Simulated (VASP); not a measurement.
Consider the following.

```
CELL_PARAMETERS angstrom
     -2.91578     2.91578     2.91578
      2.91578    -2.91578     2.91578
      2.91578     2.91578    -2.91578
ATOMIC_POSITIONS crystal
  Rb 0.00000 0.00000 0.00000
```

These are revPBE GGA, VASP's PBE PAW potentials (set 64) (plane waves; VASP) values and carry that method's errors. Numerical set-up: 520 eV cut-off, Gaussian smearing of 0.050 eV, potentials Rb_sv.

Task: Give the energies of bands 5 to 7 at the high-symmetry points, in eV from the Fermi level.

Result: 
```json
[
 {"band": "5", "Γ": "-1.88", "H": "1.26", "N": "0.24", "P": "1.23"},
 {"band": "6", "Γ": "3.61", "H": "1.26", "N": "0.67", "P": "1.23"},
 {"band": "7", "Γ": "3.61", "H": "3.02", "N": "2.56", "P": "1.23"}
]
```

It has no gap at this level: it comes out as a metal or semimetal.

The compound is Rb in the bcc structure. It was relaxed first, which changed the volume by +10 %.
